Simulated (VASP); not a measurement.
Energy against volume of ZrB$_{2}$ (AlB2 type). All values below come from revTPSS meta-GGA, VASP's PBE PAW potentials (set 64) (plane waves; VASP). Settings: 520 eV cut-off, 11×11×9 Γ-centred mesh, first-order Methfessel-Paxton smearing of 0.10 eV, potentials Zr_sv B.

Shape and ions are relaxed at each volume.

```
V (Å³/atom)  E (eV/atom)
-----------  -----------
9.839           -5.56538
10.144          -5.57289
10.448          -5.56622
10.752          -5.54732
```

**Question.** Fit these four points and predict the energy of the run at 9.535 Å³/atom.

**Answer.** A cubic in V^(−2/3), the third-order Birch-Murnaghan form, passes through the four points with V0 = 10.15 Å³/atom and B0 = 248 GPa, and gives -5.5415 eV/atom there. The run gave -5.5414 eV/atom, +0.1 meV/atom from the fit; all five points give B0 = 248 GPa.

The compound is ZrB2 in the AlB2 type structure. It was relaxed first.
